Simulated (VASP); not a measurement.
Write the native input for VASP 6.6.1 that does the following.

```
Task                   : band structure
Functional             : PBE
Potentials or basis    : VASP PAW PBE potentials, release 64 (Mg, Zn, Te, S)
Cutoff                 : 520 eV
k mesh                 : 4 × 4 × 4
Occupations            : gaussian, width 0.03 eV
Spin                   : spin-orbit coupling, no magnetisation
Further INCAR settings : ALGO = Normal; EDIFF = 1e-07
```

Mg2ZnTeS2:

```xyz
12
Lattice="6.1606 -3.6061 0.0000 6.1606 3.6061 0.0000 0.0000 0.0000 6.8017" Properties=species:S:1:pos:R:3 pbc="T T T"
Mg    2.2309    1.0970    0.1248
Mg   10.0904    1.0970    0.1248
Mg    2.2309   -1.0970    3.5256
Mg   10.0904   -1.0970    3.5256
Zn    6.1606    1.3889    6.6464
Zn    6.1606   -1.3889    3.2455
Te    6.1606   -1.1707    5.8979
Te    6.1606    1.1707    2.4970
S     2.0486   -1.1900    5.9995
S    10.2727   -1.1900    5.9995
S     2.0486    1.1900    2.5987
S    10.2727    1.1900    2.5987
```

The cell was built by a generator and needn't be a form met in nature.

These files were run (other wordings do the same):

POSCAR

```
Mg2ZnTeS2
1.0
    6.1606300000     -3.6060900000      0.0000000000
    6.1606300000      3.6060900000      0.0000000000
    0.0000000000      0.0000000000      6.8017000000
Mg Zn Te S
4 2 2 4
Direct
    0.0289590000      0.3331610000      0.0183440000
    0.6668390000      0.9710410000      0.0183440000
    0.3331610000      0.0289590000      0.5183440000
    0.9710410000      0.6668390000      0.5183440000
    0.3074220000      0.6925780000      0.9771660000
    0.6925780000      0.3074220000      0.4771660000
    0.6623280000      0.3376720000      0.8671210000
    0.3376720000      0.6623280000      0.3671210000
    0.3312590000      0.0012640000      0.8820620000
    0.9987360000      0.6687410000      0.8820620000
    0.0012640000      0.3312590000      0.3820620000
    0.6687410000      0.9987360000      0.3820620000
```

INCAR.step1

```
  PREC = Accurate
  ENCUT = 520
  EDIFF = 1E-7
  ISMEAR = 0
  SIGMA = 0.03
  LREAL = F
  LASPH = T
  NELM = 80
  ALGO = Normal
  ISIF = 2
  LWAVE = F
  LCHARG = T
  LNONCOLLINEAR = T
  MAGMOM = 0 0 0 0 0 0 0 0 0 0 0 0 0 0 0 0 0 0 0 0 0 0 0 0 0 0 0 0 0 0 0 0 0 0 0 0
  LORBIT = 11
  LSORBIT = T
  GGA_COMPAT = F
  GGA = PE
  KPAR = 8
```

KPOINTS.step1

```
Automatic mesh
0
Gamma
  4 4 4
```

INCAR.step2

```
  PREC = Accurate
  ENCUT = 520
  EDIFF = 1E-7
  ISMEAR = 0
  SIGMA = 0.05
  LREAL = F
  LASPH = T
  NELM = 80
  ALGO = Normal
  ISIF = 2
  LWAVE = F
  LCHARG = F
  LNONCOLLINEAR = T
  MAGMOM = 0 0 0 0 0 0 0 0 0 0 0 0 0 0 0 0 0 0 0 0 0 0 0 0 0 0 0 0 0 0 0 0 0 0 0 0
  LORBIT = 11
  LSORBIT = T
  GGA_COMPAT = F
  GGA = PE
  KPAR = 8
  ICHARG = 11
```

KPOINTS.step2

```
path GXSRAZGYX1A1TY,ZT
10
line-mode
reciprocal
 0.0000000000  0.0000000000  0.0000000000  G
 0.3356570038 -0.3356570038  0.0000000000  X

 0.3356570038 -0.3356570038  0.0000000000  X
 0.0000000000 -0.5000000000  0.0000000000  S

 0.0000000000 -0.5000000000  0.0000000000  S
 0.0000000000 -0.5000000000 -0.5000000000  R

 0.0000000000 -0.5000000000 -0.5000000000  R
 0.3356570038 -0.3356570038 -0.5000000000  A

 0.3356570038 -0.3356570038 -0.5000000000  A
 0.0000000000  0.0000000000 -0.5000000000  Z

 0.0000000000  0.0000000000 -0.5000000000  Z
 0.0000000000  0.0000000000  0.0000000000  G

 0.0000000000  0.0000000000  0.0000000000  G
-0.5000000000 -0.5000000000  0.0000000000  Y

-0.5000000000 -0.5000000000  0.0000000000  Y
-0.3356570038 -0.6643429962  0.0000000000  X1

-0.3356570038 -0.6643429962  0.0000000000  X1
-0.3356570038 -0.6643429962 -0.5000000000  A1

-0.3356570038 -0.6643429962 -0.5000000000  A1
-0.5000000000 -0.5000000000 -0.5000000000  T

-0.5000000000 -0.5000000000 -0.5000000000  T
-0.5000000000 -0.5000000000  0.0000000000  Y

 0.0000000000  0.0000000000 -0.5000000000  Z
-0.5000000000 -0.5000000000 -0.5000000000  T
```

Potentials or basis: VASP PAW PBE potentials, release 64 (Mg, Zn, Te, S).

Run with:

```sh
$ cat potpaw_PBE.64/Mg/POTCAR potpaw_PBE.64/Zn/POTCAR potpaw_PBE.64/Te/POTCAR potpaw_PBE.64/S/POTCAR > POTCAR
$ cp INCAR.step1 INCAR
$ cp KPOINTS.step1 KPOINTS
$ mpirun -np 8 vasp_ncl > vasp.out
$ cp INCAR.step2 INCAR
$ cp KPOINTS.step2 KPOINTS
$ mpirun -np 8 vasp_ncl > vasp.out
```

Run time: 15 min on 8 MPI ranks on Intel(R) Xeon(R) 6975P-C (Granite Rapids), on a shared host, peak memory 3.8 GiB a rank.
